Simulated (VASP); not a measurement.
Computed with revPBE GGA, VASP's PBE PAW potentials (set 64) (plane waves; VASP).

A VASP calculation is set up with these files.

INCAR:
```
LCHARG  =  .FALSE.
LMAXMIX  =  4
NSW  =  30   ! most ionic steps
SYSTEM  =  NiO
IBRION  =  2   ! conjugate gradients
ISIF  =  4
ISPIN  =  2
NELM  =  100
MAGMOM  =  1.4 -1.4 0.0 0.0
GGA  =  RE   ! revPBE
PREC  =  Accurate
EDIFF  =  1E-7   ! SCF stop (eV)
LREAL  =  .FALSE.
EDIFFG  =  -0.01
LASPH  =  .TRUE.   ! aspherical one-centre terms
ISMEAR  =  0   ! Gaussian
LWAVE  =  .FALSE.
ENCUT  =  520   ! plane-wave cut-off (eV)
SIGMA  =  0.05   ! width (eV)
LORBIT  =  10
ALGO  =  Normal   ! blocked Davidson
```

POSCAR:
```
NiO
1
    4.3073004383     2.1517180213     2.1517180213
    2.1517180213     4.3073004383     2.1517180213
    2.1517180213     2.1517180213     4.3073004383
Ni O
2 2
Direct
  0.0000000000   0.0000000000   0.0000000000
  0.5000000000   0.5000000000   0.5000000000
  0.2500000000   0.2500000000   0.2500000000
  0.7500000000   0.7500000000   0.7500000000
```

**KPOINTS**
```
Automatic mesh
0
Gamma
9 9 9
0 0 0
```

POTCAR, in this order: Ni O (PBE.64 set). Program: vasp_std.

Problem. Estimate the energy per atom (σ→0), cell moment, pressure.

Solution. 
```yaml
energy per atom (σ→0): -5.486 eV/atom
cell_moment: 0.00 μB
pressure: -9.12 GPa
```

**OSZICAR**
```
...
DAV:  12    -0.219449889942E+02   -0.10021E-02   -0.95030E-03  6964   0.886E-01    0.125E-01
DAV:  13    -0.219448627897E+02    0.12620E-03   -0.31972E-04  8420   0.172E-01    0.721E-02
DAV:  14    -0.219448833150E+02   -0.20525E-04   -0.53068E-04  8716   0.329E-01    0.541E-02
DAV:  15    -0.219448745368E+02    0.87783E-05   -0.61733E-05  8344   0.118E-01    0.249E-02
DAV:  16    -0.219448733608E+02    0.11760E-05   -0.22632E-05  8988   0.673E-02    0.625E-03
DAV:  17    -0.219448733879E+02   -0.27094E-07   -0.15034E-06  8228   0.225E-02    0.173E-03
DAV:  18    -0.219448734037E+02   -0.15781E-07   -0.41639E-07  6652   0.605E-03
   1 F= -.21944873E+02 E0= -.21944873E+02  d E =-.219449E+02  mag=    -0.0000
```

The compound is NiO in the rock salt, AFM-II order structure. This cell is one point of a volume scan, at 1.06 of the reference volume.
